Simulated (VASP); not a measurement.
```
Cr
1.0
    2.85740     0.00000     0.00000
    0.00000     2.85740     0.00000
    0.00000     0.00000     2.85740
Cr
2
Cartesian
  0.00000   0.00000   0.00000
  1.42870   1.42870   1.42870
```
Starting moments (μB, in the order of the record's atoms Cr Cr): 2.0 -2.0.

Level of theory: MS2 meta-GGA, VASP's PBE PAW potentials (set 64) (plane waves; VASP). Numerical set-up: 520 eV cut-off, 13×13×13 Γ-centred mesh, first-order Methfessel-Paxton smearing of 0.10 eV, potentials Cr_pv.

### Question
What does the run give for the cell moment, energy per atom (σ→0), pressure, band gap (on the k-mesh) with the smallest direct gap where there is one?

### Answer

| Quantity | Result |
|---|---|
| band gap (on the k-mesh) | none (metal, semimetal or under 0.01 eV) |
| cell moment | 0.00 μB |
| energy per atom (σ→0) | -13.855 eV/atom |
| pressure | 6.28 GPa |

### Question
Give the moment on each site (PAW-sphere projection).

### Answer

```csv
site,moment (μB)
Cr1,1.90
Cr2,-1.90
```

Total energies compare only between runs with the same potentials, cut-off and functional.

The compound is Cr in the bcc, AFM order structure. This cell is one point of a volume scan, at 0.97 of the reference volume.
